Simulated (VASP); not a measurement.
```
OsGe2
1.0
    0.00000     3.08251     3.08251
    3.08251     0.00000     3.08251
    3.08251     3.08251     0.00000
Os Ge
1 2
Cartesian
  0.00000   0.00000   0.00000
  1.54125   1.54125   1.54125
  4.62376   4.62376   4.62376
```

Computed with PBE GGA, VASP's PBE PAW potentials (set 64) (plane waves; VASP). Run with 400 eV cut-off, 10×10×10 Γ-centred mesh, first-order Methfessel-Paxton smearing of 0.10 eV, potentials Os Ge_d.

Gaps are read on the run's mesh, which can miss a band edge. Unless said otherwise, spin-orbit coupling is left out, though it shifts the bands of the heavy elements here.

Task: Predict the energy per atom (σ→0), pressure, band gap (on the k-mesh) with the smallest direct gap where there is one.

Result: 
* **band gap (on the k-mesh)**: none (metal, semimetal or under 0.01 eV)
* **energy per atom (σ→0)**: -6.500 eV/atom
* **pressure**: -11.22 GPa

Only differences to runs with the same potentials and settings are physical.

The structure was generated: Ge2Os was put into the fluorite type (Fm-3m), which need not be its known phase. The cell was not relaxed at this level. The run is one of a series of settings (KPOINTS 10×10×10 Γ-centred mesh against the base run), some of them coarse on purpose.
